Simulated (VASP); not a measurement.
Input:

```
SnS
1.0
    0.00000     2.80328     2.80328
    2.80328     0.00000     2.80328
    2.80328     2.80328     0.00000
Sn S
1 1
Direct
  0.00000   0.00000   0.00000
  0.50000   0.50000   0.50000
```

Computed with PBEsol GGA, VASP's PBE PAW potentials (set 64) (plane waves; VASP 6.6.1). Settings: 500 eV cut-off, 8×8×8 Γ-centred mesh, Gaussian smearing of 0.050 eV, potentials Sn_d S.

Question: What does the run give for the energy per atom (σ→0), pressure?

Answer: 
The energy per atom (σ→0) is -4.735 eV/atom and the pressure comes out as 4.97 GPa.

Total energies compare only between runs with the same potentials, cut-off and functional.

The structure was generated: SnS was put into the rock salt type (Fm-3m), which need not be its known phase. It was relaxed first under an external pressure of 5 GPa.
